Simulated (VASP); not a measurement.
# A VASP study of P2W (rev-vdW-DF2): structure first, properties next, part 2 of 2

Aim: relax P2W with rev-vdW-DF2, compute its properties on that cell and hold them against experiment. The start is a cell from a database of measured crystal structures.

VASP 6.6.1; rev-vdW-DF2; plane waves and PAW (P, W).

So far. Step 7 (Zone-centre phonons (rev-vdW-DF2)): The three acoustic modes come out at zero, and all others are real. By the characters of their eigenvectors the optical modes sort into (cm⁻¹) Raman active: Ag 138, Bg 138, Ag 210, Ag 266, Bg 273, Bg 293, Ag 374, Ag 405, Ag 481; infrared active: Bu 238, Au 263, Bu 284, Au 297, Bu 373, Bu 384. With a centre of inversion no mode is active in both.

## Step 9: Independent-particle dielectric function (rev-vdW-DF2)

LOPTICS sums transitions from filled to empty bands. The mesh is finer than in the run before. NBANDS is raised for it.

INCAR

```
SYSTEM = P2W
PREC = Accurate
ENCUT = 400
EDIFF = 1E-06
NELM = 100
ISMEAR = 0
SIGMA = 0.05
LREAL = .FALSE.
ALGO = Normal
GGA = MK
AGGAC = 0
LUSE_VDW = .TRUE.
PARAM1 = 0.1234
PARAM2 = 0.711357
ZAB_VDW = -1.8867
LASPH = .TRUE.
NBANDS = 64
LORBIT = 11
LWAVE = .FALSE.
LCHARG = .FALSE.
KPAR = 4
LOPTICS = .TRUE.
NEDOS = 1500
CSHIFT = 0.1
```

POSCAR

```
P2W
1.0
    0.0000000000     -3.1817904227      0.0000000000
   -4.2648654611      1.5908952114     -0.0023169121
   -0.5942634522      1.5908952114     -6.5268136071
P W
4 2
Direct
    0.8620029659      0.7490643294      0.9749416024
    0.1379970341      0.2509356706      0.0250583976
    0.4005650710      0.1989252769      0.6022048652
    0.5994349290      0.8010747231      0.3977951348
    0.1580616582      0.6096052188      0.7065180975
    0.8419383418      0.3903947812      0.2934819025
```

KPOINTS

```
Automatic mesh
0
Gamma
11 11 11
0 0 0
```

PAW data sets: P and W (PBE family, release 64).

Started as:

```sh
$ mpirun -np 4 vasp_std
```

Run time: 7.1 min. Hardware: 4 MPI ranks of AMD EPYC 7R43, shared host; peak memory 7 GiB; 28 min of CPU time.

These are independent-particle spectra without excitons or local fields, and fine structure depends on the mesh and on CSHIFT. The intraband (Drude) part is not in this spectrum.

Numbers from this step:

* SCF cycles: 13
* bands: 64
* irreducible k-points: 366
* Fermi energy: 9.259 eV
* pressure: -0.01745 GPa

The imaginary dielectric function has structure finer than the step of the table below, so its rows give means over 1 eV, whole bins alone (the curve runs from 0 to 25.0 eV). Peaks (eV: height): xx 0.2: 22.8, 0.7: 19.7, 4.6: 25.9; yy 0.2: 11.3, 0.9: 13.2, 4.4: 21.4; zz 0.2: 36.1, 0.7: 37.9, 4.4: 20.3.

Imaginary dielectric function against photon energy; means over each step:

| photon energy (eV) | xx | yy | zz |
| --- | --- | --- | --- |
| 1 | 15.4 | 11.5 | 27.6 |
| 2 | 16.6 | 12.5 | 13.7 |
| 3 | 17.6 | 16.6 | 16.2 |
| 4 | 23.1 | 19.5 | 19.2 |
| 5 | 22.2 | 19.6 | 18.7 |
| 6 | 16.1 | 15.4 | 14.8 |
| 7 | 13.0 | 10.7 | 10.9 |
| 8 | 8.29 | 7.82 | 8.52 |
| 9 | 4.85 | 5.75 | 5.28 |
| 10 | 3.12 | 3.71 | 3.45 |
| 11 | 2.12 | 2.93 | 3.03 |
| 12 | 1.53 | 2.36 | 2.50 |
| 13 | 1.18 | 1.79 | 1.76 |
| 14 | 0.846 | 1.35 | 1.26 |
| 15 | 0.629 | 0.926 | 0.872 |
| 16 | 0.463 | 0.690 | 0.587 |
| 17 | 0.373 | 0.536 | 0.426 |
| 18 | 0.326 | 0.402 | 0.357 |
| 19 | 0.277 | 0.336 | 0.289 |
| 20 | 0.242 | 0.275 | 0.241 |
| 21 | 0.232 | 0.225 | 0.215 |
| 22 | 0.202 | 0.201 | 0.187 |
| 23 | 0.198 | 0.182 | 0.173 |
| 24 | 0.213 | 0.161 | 0.159 |

Table of real dielectric function by photon energy:

| photon energy (eV) | xx | yy | zz |
| --- | --- | --- | --- |
| 0 | 66.7 | 40.8 | 97.3 |
| 1 | 22.0 | 20.8 | 11.9 |
| 2 | 18.9 | 20.5 | 19.2 |
| 3 | 17.5 | 17.2 | 12.1 |
| 4 | 10.8 | 10.8 | 9.16 |
| 5 | -2.09 | 3.08 | 1.45 |
| 6 | -3.89 | -4.41 | -4.14 |
| 7 | -4.56 | -3.92 | -3.82 |
| 8 | -8.16 | -5.39 | -4.75 |
| 9 | -6.61 | -5.02 | -5.73 |
| 10 | -5.12 | -4.21 | -4.08 |
| 11 | -3.98 | -3.18 | -3.03 |
| 12 | -3.04 | -2.82 | -2.99 |
| 13 | -2.53 | -2.53 | -2.60 |
| 14 | -2.00 | -2.12 | -2.22 |
| 15 | -1.60 | -1.78 | -1.84 |
| 16 | -1.25 | -1.35 | -1.45 |
| 17 | -0.908 | -1.10 | -1.06 |
| 18 | -0.695 | -0.822 | -0.820 |
| 19 | -0.503 | -0.618 | -0.598 |
| 20 | -0.327 | -0.448 | -0.412 |
| 21 | -0.196 | -0.288 | -0.263 |
| 22 | -0.0900 | -0.153 | -0.153 |
| 23 | 0.0309 | -0.0508 | -0.0336 |
| 24 | 0.103 | 0.0491 | 0.0421 |

## Step 10: Relaxing the atoms (rev-vdW-DF2), changed input

With the cell held (ISIF = 2), the atoms move to where the forces vanish. Some settings are moved from the usual, to see what they do.

INCAR

```
SYSTEM = P2W
PREC = Accurate
ENCUT = 350
EDIFF = 1E-06
NELM = 100
ISMEAR = 0
SIGMA = 0.05
LREAL = .FALSE.
ALGO = Normal
GGA = MK
AGGAC = 0
LUSE_VDW = .TRUE.
PARAM1 = 0.1234
PARAM2 = 0.711357
ZAB_VDW = -1.8867
LASPH = .TRUE.
NBANDS = 22
LORBIT = 11
LWAVE = .FALSE.
LCHARG = .FALSE.
KPAR = 4
IBRION = 2
NSW = 60
ISIF = 2
EDIFFG = -0.01
KSPACING = 0.2
ISYM = 1
```

POSCAR is that of step 9.

Started as:

```sh
$ mpirun -np 4 vasp_std
```

The job ended after 3 min (4 MPI ranks; peak memory 1.9 GiB).

No atom moved by 0.005 Å in the relaxation.

This step gave:

```
bands                           : 22
irreducible k-points            : 221
energy at zero smearing         : -41.67 eV
Fermi energy                    : 9.247 eV
pressure                        : -0.1820 GPa
SCF cycles over all ionic steps : 21
```

It ends with a largest force of 0.008 eV/Å.

## Step 11: Relaxing the atoms (rev-vdW-DF2), changed input, try 2

This run is made with a changed input; what comes of it follows.

INCAR: that of step 10 with these lines changed.

```diff
@@ -1,6 +1,6 @@
 SYSTEM = P2W
-PREC = Accurate
-ENCUT = 350
+PREC = Normal
+ENCUT = 180
 EDIFF = 1E-06
-NELM = 100
+NELM = 67
 ISMEAR = 0
@@ -22,6 +22,4 @@
 IBRION = 2
-NSW = 60
+NSW = 30
 ISIF = 2
 EDIFFG = -0.01
-KSPACING = 0.2
-ISYM = 1
```

POSCAR is that of step 10.

KPOINTS

```
Automatic mesh
0
Gamma
8 8 8
0 0 0
```

Started as:

```sh
$ mpirun -np 4 vasp_std
```

Elapsed: 51 s, on 4 MPI ranks; peak memory 0.84 GiB; 3.2 min of CPU time.

The run converged, but on settings that are not sound, so its numbers are not to be trusted.

The fault in the input: cutoff too low (ENCUT = 180 and PREC = "Normal"). Raise ENCUT.

## Step 12: What came out

| Item | Value |
| --- | --- |
| relaxed volume | 14.76 Å³/atom |
| relaxed conventional cell a, b, c | 8.530, 3.182, 7.486 Å; angles 90.0, 119.3, 90.0° |
| space group after relaxing, within 0.02 Å | C2/m (No. 12) |
| band gap | none, a metal |
| DOS at the Fermi level | 1.44 states/eV/cell |
| highest zone-centre mode | 481 cm⁻¹ |
| largest field gradient Vzz | 144.81 V/Å² on W5 |

**Reading.** With rev-vdW-DF2, P2W relaxes to 14.76 Å³/atom in space group C2/m (held by the symmetry of the run) and comes out as a metal. Against the listed cell the volume lies +1.1 % (a +0.3 %, b +0.4 %, c +0.3 %). Bands along the symmetry lines (rev-vdW-DF2): Of the bands kept, 2 cross the Fermi level on this path. Zone-centre phonons (rev-vdW-DF2): The highest mode in this list at Γ, 481.3 cm⁻¹, is mostly motion of P (99 % of the kinetic energy). Spin-orbit coupling is left out, and with elements this heavy it would split and shift bands near the Fermi level. Modes at Γ alone can't show that the crystal is stable at other wave vectors. No search among competing phases was made, and a listed structure need not be the one stable at ambient conditions. All values are for a static lattice at zero temperature.

Comparison with the measured values:

| quantity | measured | rev-vdW-DF2 |
| --- | --- | --- |
| lattice constant a (Å) | 8.49 | 8.530 (+0.5 %) |
| lattice constant b (Å) | 3.1615 | 3.182 (+0.6 %) |
| lattice constant c (Å) | 7.456 | 7.486 (+0.4 %) |

Measured values from arxiv:1804.03879 (2018).

Verdict: The lattice constant a is off by +0.5 %: good agreement. The lattice constant b is off by +0.6 %: good agreement. The lattice constant c is off by +0.4 %: good agreement. The grades are ours: good and fair within 0.7 and 1.5 % for the lattice constant a, 0.7 and 1.5 % for the lattice constant b and 0.8 and 2 % for the lattice constant c. Zero-point motion and thermal expansion are not in the computed lattice constants. As a rule both would widen the computed cell, so the excess over experiment is if anything larger than shown.

[Lines on the potential files, build, host, timing and source positions are cut from VASP's logs without a mark.]

[Logs are printed without paths, hosts, clocks, repeated set-up lines and the standing remarks that a program may print on its own settings, such as how far it seeks lower states.]

[Hosts, paths, dates, database ids (printed as entryN), source tags and the programs' standing remarks are cut or masked in the printed files.]

[A measured line is paired with the nearest computed mode of its activity, which favours agreement.]

[In band tables of VASP the shares of atoms and orbitals are scaled to a sum of 1 inside the atoms' spheres.]
